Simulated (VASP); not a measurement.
# NiI2: structure and properties in VASP

What structure and properties does PBEsol + U give NiI2, and how near are they to the measured ones? The steps: magnetic order: ferromagnetic, magnetic order: antiferromagnetic, q = (0, 0, 1/2), magnetic order: antiferromagnetic, q = (1/2, 1/2, 1/2), magnetic order: antiferromagnetic, q = (1/2, 1/2, 0), the orders side by side, full relaxation (PBEsol + U), single point with fields (PBEsol + U), band structure (PBEsol + U), density of states (PBEsol + U), optical spectrum (PBEsol + U) and band structure (PBEsol + U + SOC). The start is a cell from a database of measured crystal structures.

Main program and level: VASP 6.6.1; PBEsol, DFT+U (Ni d 4 eV), spin-polarised from a ferromagnetic start (one magnetic atom a cell); plane waves and PAW (Ni, I), in the first sound run; inputs show where later runs differ.

The experiments to compare with:

“Effects of Pressure on the Electronic and Magnetic Properties of Bulk NiI2” (2023, arxiv:2306.04729) quotes from earlier work for NiI2, rhombohedral R-3m layered (bulk, earlier experiment, 300 K): lattice constant a (in-plane a, hexagonal setting) 3.922 Å [literature value at room temperature]; lattice constant c (out-of-plane c, hexagonal setting) 19.808 Å [literature value at room temperature].

This is a report of a sequence of runs, with most program output left out.

The database entry behind the starting cell differs from later determinations by our own check (an axis about 0.9 % short against later determinations), so it need not match the best structure at ambient conditions.

**1. Set-up**

It takes space group R-3m (No. 166, trigonal). The conventional cell has a = 3.892 Å, b = 3.892 Å, c = 19.634 Å, α = 90.00°, β = 90.00°, γ = 120.00°. Nearest to Ni lie 6 I at 2.78 Å. Nearest to I lie 3 Ni at 2.78 Å. Farther neighbours and most contacts between anions are not listed.

**2. Magnetic order: ferromagnetic**

The properties of a magnet depend on its order, so a few collinear patterns are compared first on the cell as listed, beginning with all moments parallel. PBEsol restores the gradient expansion of exchange and is tuned for the cells of solids. A Hubbard U penalises fractional filling of the localised shell, which semilocal functionals favour.

INCAR

```
SYSTEM = NiI2
PREC = Accurate
ENCUT = 400
EDIFF = 1E-06
NELM = 100
ISMEAR = 0
SIGMA = 0.05
LREAL = .FALSE.
ALGO = Normal
GGA = PS
NBANDS = 20
ISPIN = 2
MAGMOM = 1 0 0
LDAU = .TRUE.
LDAUTYPE = 2
LDAUL = 2 -1
LDAUU = 4 0
LDAUJ = 0 0
LDAUPRINT = 1
LASPH = .TRUE.
LMAXMIX = 4
LORBIT = 11
LWAVE = .FALSE.
LCHARG = .FALSE.
KPAR = 8
ISIF = 2
```

POSCAR

```
NiI2
1.0
   -1.9460000000      3.3705708715      0.0000000000
    1.9460000000      3.3705708715      0.0000000000
   -1.9460000000     -1.1235236238     -6.5446666667
Ni I
1 2
Direct
    0.0000000000      0.0000000000      0.0000000000
    0.2500000000      0.5000000000      0.2500000000
    0.7500000000      0.5000000000      0.7500000000
```

KPOINTS

```
Automatic mesh
0
Gamma
7 7 7
0 0 0
```

PAW data sets: Ni and I (PBE family, release 64).

Command:

```sh
mpirun -np 8 vasp_std
```

The job ended after 21 s (8 MPI ranks of Intel Xeon 6975P-C (Granite Rapids), shared host; peak memory 2.2 GiB).

The gap is read on the k-mesh alone, so it is an upper bound where the band edges lie off the mesh. Direct gaps are counted within one spin. The valence top and the conduction bottom belong to opposite spins. The PAW data sets were made with PBE, which is usual practice but a small mismatch for other functionals. At this level the cell is under a tension of 2.2 GPa, so at these settings it is away from equilibrium.

Numbers from this step:

- SCF cycles: 16
- electrons: 24
- bands: 20
- irreducible k-points: 44
- symmetry operations: 12
- free energy (TOTEN): -8.186 eV
- Fermi energy: 4.888 eV
- pressure: -2.158 GPa
- moment of the cell, from the last line of the log: 2 μB
- metallic: no
- valence top at k: 0, 0, 0.4286
- conduction bottom at k: -0.4286, 0.2857, 0
- least direct gap on the k-mesh, within one spin: 1.447 eV
- gap on the k-mesh: 0.7228 eV

Spin moment in the PAW sphere by atom:

```csv
atom,spin moment in the PAW sphere (μB)
Ni1,1.44
I2,0.19
I3,0.19
```

Force by atom:

| atom | x (eV/Å) | y (eV/Å) | z (eV/Å) | size |
| --- | --- | --- | --- | --- |
| Ni1 | 0.000 | 0.000 | 0.000 | 0.000 |
| I2 | 0.000 | 0.000 | 0.817 | 0.817 |
| I3 | 0.000 | 0.000 | -0.817 | 0.817 |

The run ends ferromagnetic with a largest moment of 1.44 μB, and the mesh shows a gap of 0.72 eV.

**3. Magnetic order: antiferromagnetic, q = (0, 0, 1/2)**

This step: PBEsol, DFT+U (Ni d 4 eV), spin-polarised from an antiferromagnetic start; plane waves and PAW (Ni, I) (VASP 6.6.1).

System of this step: NiI2. Symmetry: R-3m, No. 166, trigonal system. Conventional cell: a = 3.892 Å, b = 3.892 Å, c = 19.634 Å, α = 90.00°, β = 90.00°, γ = 120.00°. Nearest to Ni lie 6 I at 2.78 Å. Nearest to I lie 3 Ni at 2.78 Å. Farther neighbours and most contacts between anions are not listed.

Next, a pattern with opposite moments, which needs a doubled cell; q is given in the reciprocal vectors of the primitive cell.

Edit INCAR of step 2 so:

```diff
@@ -10,5 +10,5 @@
 GGA = PS
-NBANDS = 20
+NBANDS = 33
 ISPIN = 2
-MAGMOM = 1 0 0
+MAGMOM = 1 -1 0 0 0 0
 LDAU = .TRUE.
```

POSCAR

```
NiI2
1.0
   -1.9460000000      3.3705708715      0.0000000000
    1.9460000000      3.3705708715      0.0000000000
   -3.8920000000     -2.2470472476    -13.0893333334
Ni I
2 4
Direct
    0.0000000000      0.0000000000      0.0000000000
    0.0000000000      0.0000000000      0.5000000000
    0.2500000000      0.5000000000      0.1250000000
    0.2500000000      0.5000000000      0.6250000000
    0.7500000000      0.5000000000      0.3750000000
    0.7500000000      0.5000000000      0.8750000000
```

KPOINTS is that of step 2.

Command:

```sh
mpirun -np 8 vasp_std
```

It took 64 s on 8 MPI ranks; peak memory 3.6 GiB; 6.8 min of CPU time.

At this level the cell is under a tension of 2.4 GPa, so at these settings it is away from equilibrium.

Numbers from this step:

```
SCF cycles                     : 18
electrons                      : 48
bands                          : 33
free energy (TOTEN)            : -16.41 eV
Fermi energy                   : 4.855 eV
pressure                       : -2.369 GPa
conduction bottom at k         : -0.2857, 0.2857, 0
least direct gap at k          : 0, 0.1429, 0.2857
gap on the k-mesh              : 0.9253 eV
least direct gap on the k-mesh : 1.161 eV
```

Spin moment in the PAW sphere by atom:

```csv
atom,spin moment in the PAW sphere (μB)
Ni1,1.43
Ni2,-1.43
I3,0.17
I4,-0.17
I5,-0.17
I6,0.17
```

Force by atom:

```
atom  x (eV/Å)  y (eV/Å)  z (eV/Å)   size
 Ni1     0.000     0.000     0.000  0.000
 Ni2     0.000     0.000     0.000  0.000
  I3     0.000     0.000     0.794  0.794
  I4     0.000     0.000     0.794  0.794
  I5     0.000     0.000    -0.794  0.794
  I6     0.000     0.000    -0.794  0.794
```

The energy lies -5.9 meV an atom from the first pattern. The run ends antiferromagnetic with a largest moment of 1.43 μB, and the mesh shows a gap of 0.93 eV.

**4. Magnetic order: antiferromagnetic, q = (1/2, 1/2, 1/2)**

INCAR is that of step 3.

POSCAR

```
NiI2
1.0
   -3.8920000000      0.0000000000      0.0000000000
    0.0000000000      6.7411417430      0.0000000000
    0.0000000000      2.2470472477     -6.5446666667
Ni I
2 4
Direct
    0.0000000000      0.0000000000      0.0000000000
    0.5000000000      0.5000000000      0.0000000000
    0.0000000000      0.2500000000      0.2500000000
    0.5000000000      0.7500000000      0.2500000000
    0.5000000000      0.2500000000      0.7500000000
    0.0000000000      0.7500000000      0.7500000000
```

KPOINTS

```
Automatic mesh
0
Gamma
6 4 4
0 0 0
```

Command:

```sh
mpirun -np 8 vasp_std
```

Wall time 50 s (8 MPI ranks); peak memory 3.3 GiB; 5.3 min of CPU time.

This step gave:

```
SCF cycles                     : 17
irreducible k-points           : 40
symmetry operations            : 4
free energy (TOTEN)            : -16.36 eV
Fermi energy                   : 4.776 eV
pressure                       : -2.246 GPa
valence top at k               : 0, 0.25, 0
conduction bottom at k         : 0.5, 0, 0
least direct gap at k          : 0.5, 0, 0
gap on the k-mesh              : 0.8006 eV
least direct gap on the k-mesh : 1.050 eV
```

Spin moment in the PAW sphere by atom:

```
atom  spin moment in the PAW sphere (μB)
 Ni1                                1.45
 Ni2                               -1.45
  I3                               -0.06
  I4                                0.06
  I5                                0.06
  I6                               -0.06
```

Force by atom:

```csv
atom,x (eV/Å),y (eV/Å),z (eV/Å),size
Ni1,0.000,0.000,0.000,0.000
Ni2,0.000,0.000,0.000,0.000
I3,0.000,0.004,0.793,0.793
I4,0.000,0.004,0.793,0.793
I5,0.000,-0.004,-0.793,0.793
I6,0.000,-0.004,-0.793,0.793
```

The energy lies +2.9 meV an atom from the first pattern. The run ends antiferromagnetic with a largest moment of 1.45 μB, and the mesh shows a gap of 0.80 eV.

**5. Magnetic order: antiferromagnetic, q = (1/2, 1/2, 0)**

INCAR is that of step 4.

POSCAR

```
NiI2
1.0
   -3.8920000000      0.0000000000      0.0000000000
    0.0000000000      6.7411417430      0.0000000000
   -1.9460000000     -1.1235236238     -6.5446666667
Ni I
2 4
Direct
    0.0000000000      0.0000000000      0.0000000000
    0.5000000000      0.5000000000      0.0000000000
    0.8750000000      0.3750000000      0.2500000000
    0.3750000000      0.8750000000      0.2500000000
    0.1250000000      0.6250000000      0.7500000000
    0.6250000000      0.1250000000      0.7500000000
```

KPOINTS

```
Automatic mesh
0
Gamma
6 4 6
0 0 0
```

Command:

```sh
mpirun -np 8 vasp_std
```

Wall time 60 s (8 MPI ranks); peak memory 3.7 GiB; 6.3 min of CPU time.

At this level the cell is under a tension of 2.3 GPa, so at these settings it is away from equilibrium.

Numbers from this step:

```
irreducible k-points           : 47
free energy (TOTEN)            : -16.38 eV
Fermi energy                   : 4.855 eV
pressure                       : -2.345 GPa
valence top at k               : 0, 0.25, 0.5
least direct gap at k          : 0, 0.5, 0.5
gap on the k-mesh              : 0.8913 eV
least direct gap on the k-mesh : 1.015 eV
```

Spin moment in the PAW sphere by atom:

```
atom  spin moment in the PAW sphere (μB)
 Ni1                                1.44
 Ni2                               -1.44
  I3                               -0.06
  I4                                0.06
  I5                               -0.06
  I6                                0.06
```

Force by atom:

```csv
atom,x (eV/Å),y (eV/Å),z (eV/Å),size
Ni1,0.000,0.000,0.000,0.000
Ni2,0.000,0.000,0.000,0.000
I3,0.000,0.002,0.783,0.783
I4,0.000,0.002,0.783,0.783
I5,0.000,-0.002,-0.783,0.783
I6,0.000,-0.002,-0.783,0.783
```

The energy lies -1.0 meV an atom from the first pattern. The run ends antiferromagnetic with a largest moment of 1.44 μB, and the mesh shows a gap of 0.89 eV.

**6. The orders side by side**

This step: collinear orders at PBEsol, DFT+U (Ni d 4 eV); plane waves and PAW (VASP 6.6.1).

This step runs nothing: it gathers the runs above.

Patterns, by row:

```csv
start,atoms,energy less that of the first (meV/atom),largest site moment (μB),end state
ferromagnetic,3,0,1.44,ferromagnetic
"antiferromagnetic, q = (0, 0, 1/2)",6,-5.9,1.43,antiferromagnetic
"antiferromagnetic, q = (1/2, 1/2, 1/2)",6,2.9,1.45,antiferromagnetic
"antiferromagnetic, q = (1/2, 1/2, 0)",6,-1,1.44,antiferromagnetic
```

The session goes on in the lowest magnetic state found: antiferromagnetic, q = (0, 0, 1/2). The next one lies 4.9 meV an atom higher.

**7. Full relaxation (PBEsol + U)**

This step: PBEsol, DFT+U (Ni d 4 eV), spin-polarised from an antiferromagnetic start; plane waves and PAW (Ni, I) (VASP 6.6.1).

The start need not lie at this functional's minimum. ISIF = 3 frees volume, shape and positions, and EDIFFG sets the threshold on forces and stress at which the search stops.

Edit INCAR of step 5 so:

```diff
@@ -12,3 +12,3 @@
 ISPIN = 2
-MAGMOM = 1 -1 0 0 0 0
+MAGMOM = 1.43 -1.43 0.17 -0.17 -0.17 0.17
 LDAU = .TRUE.
@@ -25,2 +25,5 @@
 KPAR = 8
-ISIF = 2
+IBRION = 2
+NSW = 60
+ISIF = 3
+EDIFFG = -0.01
```

POSCAR

```
NiI2
1.0
   -1.9460000000      3.3705708715      0.0000000000
    1.9460000000      3.3705708715      0.0000000000
   -3.8920000000     -2.2470472476    -13.0893333334
Ni I
2 4
Direct
    0.0000000000      0.0000000000      0.0000000000
    0.0000000000      0.0000000000      0.5000000000
    0.2500000000      0.5000000000      0.1250000000
    0.2500000000      0.5000000000      0.6250000000
    0.7500000000      0.5000000000      0.3750000000
    0.7500000000      0.5000000000      0.8750000000
```

KPOINTS

```
Automatic mesh
0
Gamma
7 7 7
0 0 0
```

Command:

```sh
mpirun -np 8 vasp_std
```

Run time: 10 min. Hardware: 8 MPI ranks; peak memory 3.8 GiB.

The magnetic order is the lowest of the few collinear ones that converged above; longer or canted patterns were not tried. The cell is doubled for it, so bands and modes from the zone boundary of the chemical cell fold onto Γ and the labels are those of the larger cell. The bonds form layers, held to each other by dispersion, which PBEsol lacks, so the spacing between them is unreliable. The run keeps the 12 symmetry operations of its start, so it cannot find a distortion of lower symmetry.

Step by step:

```csv
step,energy less that of the first step (eV),largest force (eV/Å),pressure (GPa),volume (Å³)
1,0.0000,0.7943,-2.37,171.71
2,-0.1596,0.2231,0.77,161.40
3,-0.1596,0.2247,0.78,161.42
4,-0.1809,0.1477,0.37,163.50
5,-0.1875,0.0561,-0.01,166.00
6,-0.1878,0.0736,0.10,165.53
7,-0.1928,0.0699,0.04,166.32
8,-0.2022,0.0651,-0.12,168.70
9,-0.2012,0.0732,-0.31,173.40
10,-0.2046,0.0627,-0.18,170.75
11,-0.2033,0.0695,0.46,169.51
12,-0.2055,0.0112,0.02,170.26
13,-0.2055,0.0088,0.02,170.24
14,-0.2055,0.0074,0.03,170.22
15,-0.2057,0.0016,0.01,170.51
```

```csv
"conventional cell, symmetrised",before,after,change
a (Å),3.892,3.882,-0.3 %
b (Å),3.892,3.882,-0.3 %
c (Å),19.634,19.602,-0.2 %
volume (Å³/atom),28.62,28.42,-0.7 %
```

The atoms that moved most (Å, as changes of fractional coordinates times the final cell):

```csv
atom,dx,dy,dz,length
I4,0.000,0.000,0.120,0.120
I6,0.000,0.000,-0.120,0.120
I3,0.000,0.000,0.120,0.120
I5,0.000,0.000,-0.120,0.120
```

The relaxed structure:

```
Ni I
1.0
    -1.94076    3.36150    0.00000
     1.94076    3.36150    0.00000
    -3.88152   -2.24100  -13.06780
Ni I
2 4
Direct
  0.00000 0.00000 0.00000
  0.00000 0.00000 0.50000
  0.25610 0.48780 0.11585
  0.25610 0.48780 0.61585
  0.74390 0.51220 0.38415
  0.74390 0.51220 0.88415
```

This step gave:

```yaml
irreducible_k_points: 44
symmetry_operations: 12
free_energy_toten: -16.61 eV
fermi_energy: 4.947 eV
pressure: 0.01031 GPa
valence_top_at_k: 0, 0, 0.4286
conduction_bottom_at_k: -0.2857, 0.2857, 0
least_direct_gap_at_k: -0.1429, 0, 0.2857
scf_cycles_over_all_ionic_steps: 154
gap_on_the_k_mesh: 1.023 eV
least_direct_gap_on_the_k_mesh: 1.220 eV
```

Spin moment in the PAW sphere by atom:

```csv
atom,spin moment in the PAW sphere (μB)
Ni1,1.38
Ni2,-1.38
I3,0.19
I4,-0.19
I5,-0.19
I6,0.19
```

It ends with a largest force of 0.002 eV/Å and a pressure of 0.01 GPa.

**8. Single point with fields (PBEsol + U)**

A single point on the relaxed cell gives a clean self-consistent state, with density, ELF and potential written out.

Edit INCAR of step 7 so:

```diff
@@ -23,7 +23,5 @@
 LWAVE = .FALSE.
-LCHARG = .FALSE.
-KPAR = 8
-IBRION = 2
-NSW = 60
-ISIF = 3
-EDIFFG = -0.01
+LCHARG = .TRUE.
+ISIF = 2
+LELF = .TRUE.
+LVHAR = .TRUE.
```

POSCAR

```
NiI2
1.0
   -1.9407613347      3.3614972371      0.0000000000
    1.9407613347      3.3614972371      0.0000000000
   -3.8815226695     -2.2409981580    -13.0677968438
Ni I
2 4
Direct
    0.0000000000      0.0000000000      0.0000000000
    0.0000000000      0.0000000000      0.5000000000
    0.2560993022      0.4878013956      0.1158510467
    0.2560993022      0.4878013956      0.6158510467
    0.7439006978      0.5121986044      0.3841489533
    0.7439006978      0.5121986044      0.8841489533
```

KPOINTS is that of step 7.

Command:

```sh
mpirun -np 8 vasp_std
```

Run time: 57 s. Hardware: 8 MPI ranks; peak memory 1.4 GiB; 6.2 min of CPU time.

With spin, VASP writes an ELF for each channel.

Numbers from this step:

* bands: 40
* Fermi energy: 4.915 eV
* pressure: 0.02837 GPa

Valence electrons inside each PAW sphere by angular momentum. Sphere charges, by row:

```
atom  s (e)  p (e)  d (e)  tot (e)
 Ni1  0.353  0.355   8.29    8.998
 Ni2  0.353  0.355   8.29    8.998
  I3  1.512  2.752  0.029    4.294
  I4  1.512  2.752  0.029    4.294
  I5  1.512  2.752  0.029    4.294
  I6  1.512  2.752  0.029    4.294
```

Spin density in the ac plane at fractional y = 0.488, with atoms of I within 0.2 Å of it.

Ten even steps from '_' (-3.71 × 1e-2 e/Å³) to '@' (3.71 × 1e-2 e/Å³), each cell a mean:
```
++============++++********++
##++++====++++##@@@@@@@@@@@@
@@##++++++++##@@@@++__..**@@
%%**++++++****%%%%**====##%%
**++++++++++++**************
++++========++++++++++++++++
======--============++======
::::::::::::::----========--
..__==%%##--__..::======--::
..__::****::__..--========--
--..________..--==++++++++==
======----====++++++++++++++
==++++++++++++====--------==
::====++++====::____________
__::========::____==@@%%--__
..--======----....--++++::..
--============--------------
====++++++++================
++++++**++++++++++++==++++++
##############****++++++++**
%%@@++..::**@@%%##++++++**##
%%@@##----##@@%%**++++++++**
**%%@@@@@@@@%%**++========++
++++++****++++==============
```
Columns run along a (3.9 Å), rows up along c (13.8 Å). Atoms in or near the plane, at fractional coordinates: I at (0.26, 0.12), I at (0.26, 0.62), I at (0.74, 0.38), I at (0.74, 0.88).

Valence density in the ac plane at fractional y = 0.488, with atoms of I within 0.2 Å of it. It is the smooth field of the valence electrons, not physical close to the nuclei.

Values in e/Å³, 24 rows by 14 columns, each cell a mean:
```
 0.16  0.12  0.09  0.09  0.09  0.10  0.12  0.17  0.24  0.31  0.36  0.36  0.30  0.23
 0.37  0.22  0.12  0.08  0.09  0.13  0.22  0.42  0.58  0.62  0.56  0.57  0.64  0.58
 0.54  0.31  0.15  0.09  0.09  0.16  0.32  0.60  0.65  0.23 -0.27 -0.22  0.35  0.67
 0.43  0.23  0.11  0.06  0.07  0.12  0.24  0.48  0.65  0.58  0.39  0.41  0.61  0.65
 0.17  0.09  0.05  0.03  0.03  0.05  0.10  0.19  0.31  0.43  0.49  0.49  0.41  0.30
 0.05  0.04  0.04  0.04  0.04  0.04  0.04  0.06  0.07  0.09  0.11  0.11  0.09  0.07
 0.08  0.11  0.16  0.18  0.18  0.15  0.11  0.07  0.05  0.03  0.03  0.03  0.04  0.05
 0.28  0.43  0.56  0.61  0.61  0.55  0.42  0.24  0.13  0.06  0.04  0.04  0.07  0.13
 0.55  0.67  0.41  0.06  0.10  0.49  0.67  0.49  0.27  0.13  0.07  0.08  0.14  0.28
 0.58  0.66  0.33 -0.09 -0.05  0.41  0.67  0.53  0.30  0.15  0.10  0.10  0.17  0.31
 0.34  0.49  0.60  0.61  0.61  0.58  0.48  0.30  0.19  0.12  0.09  0.09  0.12  0.19
 0.14  0.17  0.21  0.24  0.23  0.20  0.17  0.13  0.12  0.11  0.11  0.11  0.11  0.12
 0.16  0.12  0.09  0.09  0.09  0.10  0.12  0.17  0.24  0.31  0.36  0.36  0.30  0.23
 0.37  0.22  0.12  0.08  0.09  0.13  0.22  0.42  0.58  0.62  0.56  0.57  0.64  0.58
 0.54  0.31  0.15  0.09  0.09  0.16  0.32  0.60  0.65  0.23 -0.27 -0.22  0.35  0.67
 0.43  0.23  0.11  0.06  0.07  0.12  0.24  0.48  0.65  0.58  0.39  0.41  0.61  0.65
 0.17  0.09  0.05  0.03  0.03  0.05  0.10  0.19  0.31  0.43  0.49  0.49  0.41  0.30
 0.05  0.04  0.04  0.04  0.04  0.04  0.04  0.06  0.07  0.09  0.11  0.11  0.09  0.07
 0.08  0.11  0.16  0.18  0.18  0.15  0.11  0.07  0.05  0.03  0.03  0.03  0.04  0.05
 0.28  0.43  0.56  0.61  0.61  0.55  0.42  0.24  0.13  0.06  0.04  0.04  0.07  0.13
 0.55  0.67  0.41  0.06  0.10  0.49  0.67  0.49  0.27  0.13  0.07  0.08  0.14  0.28
 0.58  0.66  0.33 -0.09 -0.05  0.41  0.67  0.53  0.30  0.15  0.10  0.10  0.17  0.31
 0.34  0.49  0.60  0.61  0.61  0.58  0.48  0.30  0.19  0.12  0.09  0.09  0.12  0.19
 0.14  0.17  0.21  0.24  0.23  0.20  0.17  0.13  0.12  0.11  0.11  0.11  0.11  0.12
```
Columns run along a (3.9 Å), rows up along c (13.8 Å). Atoms in or near the plane, at fractional coordinates: I at (0.26, 0.12), I at (0.26, 0.62), I at (0.74, 0.38), I at (0.74, 0.88).

Electrostatic potential energy in the ac plane at fractional y = 0.488, with atoms of I within 0.2 Å of it. With pseudopotentials it is smooth inside the atoms' cores, unlike the true potential.

Ten even steps from '0' (-95 eV) to '9' (5 eV), each cell a mean:
```
99999999999999
99999998643347
79999997300003
89999998521135
99999999988889
99999999999999
99999999999999
98766789999999
74100148999999
74100148999999
98655689999999
99999999999999
99999999999999
99999998643347
79999997300003
89999998521135
99999999988889
99999999999999
99999999999999
98766789999999
74100148999999
74100148999999
98655689999999
99999999999999
```
Columns run along a (3.9 Å; values clipped at the 3rd and 97th percentile), rows up along c (13.8 Å). Atoms in or near the plane, at fractional coordinates: I at (0.26, 0.12), I at (0.26, 0.62), I at (0.74, 0.38), I at (0.74, 0.88).

In this run the pressure is 0.03 GPa, small enough to go on.

(Part 1 of 2 ends here.)

[Lines on the potential files, build, host, timing and source positions are cut from VASP's logs without a mark.]

[Logs are printed without paths, hosts, clocks, repeated set-up lines and the standing remarks that a program may print on its own settings, such as how far it seeks lower states.]

[Hosts, paths, dates, database ids (printed as entryN), source tags and the programs' standing remarks are cut or masked in the printed files.]

[A measured line is paired with the nearest computed mode of its activity, which favours agreement.]

[In band tables of VASP the shares of atoms and orbitals are scaled to a sum of 1 inside the atoms' spheres.]
